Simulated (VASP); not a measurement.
An input for Ansatz (written as the equivalent of a VASP run, and not itself run):

Ansatz 0.2 input:
```yaml
crystal:
  lattice:
    - [2.0770522, 1.1991866, 6.6421605]
    - [-2.0770522, 1.1991866, 6.6421605]
    - [0.0000000, -2.3983733, 6.6421605]
  atoms:
    - { symbol: Cs, position: [0.2583854, 0.2583854, 0.2583854] }
    - { symbol: Cs, position: [0.7416146, 0.7416146, 0.7416146] }
    - { symbol: O, position: [0.0000000, 0.0000000, 0.0000000] }
kpoints:
  mp_grid: { grid: [6, 6, 6] }
hamiltonian:
  xc: pbesol
  pseudopotentials: { kind: paw }
scf:
  occupations: { method: gaussian, width: 0.05 }
  max_iter: 100
relax:
  max_steps: 60
  f_tol: 0.02
  cell: {}
output: { forces: true, stress: true, eigenvalues: true }
```

### Question
Write the VASP files for the same calculation (PBEsol).

### Answer
One answer among several that fit: 
File KPOINTS:
```
Regular mesh
0
Gamma
6 6 6
0 0 0
```

### INCAR
```
# general
SYSTEM   =  Cs2O
PREC     =  Accurate
ENCUT    =  520   # plane-wave cut-off (eV)
LREAL    =  F
LASPH    =  T   # aspherical one-centre terms

# electronic loop
EDIFF    =  1E-6   # SCF stop (eV)
NELM     =  100
ALGO     =  Normal
LMAXMIX  =  4

# smearing
ISMEAR   =  0   # Gaussian
SIGMA    =  0.05

# functional
GGA      =  PS   # PBEsol

# ions
IBRION   =  2   # conjugate gradients
NSW      =  60
ISIF     =  3
EDIFFG   =  -0.02

# output
LWAVE    =  F
LCHARG   =  F
```

File POSCAR:
```
Cs2O
1
    2.0770522034     1.1991866412     6.6421605442
   -2.0770522034     1.1991866412     6.6421605442
    0.0000000000    -2.3983732825     6.6421605442
Cs O
2 1
Direct
  0.2583854242   0.2583854242   0.2583854242
  0.7416145758   0.7416145758   0.7416145758
  0.0000000000   0.0000000000   0.0000000000
```

POTCAR, in this order: Cs_sv O (PBE.64 set). Program: vasp_std.

What does not carry over: each code has its own PAW files, so the cut-off isn't converted (ENCUT is set for VASP's; basis.ecutwfc is left out, and Ansatz then takes the one that its files recommend); Ansatz stops its SCF on the density residual and VASP on the energy change (EDIFF).

The structure comes from a computed database's Cs2O entry (R-3m); how it stands against other phases isn't given here. This run relaxes it. Symmetry was kept, so distortions that lower it aren't found. The start is the result of an earlier pass.
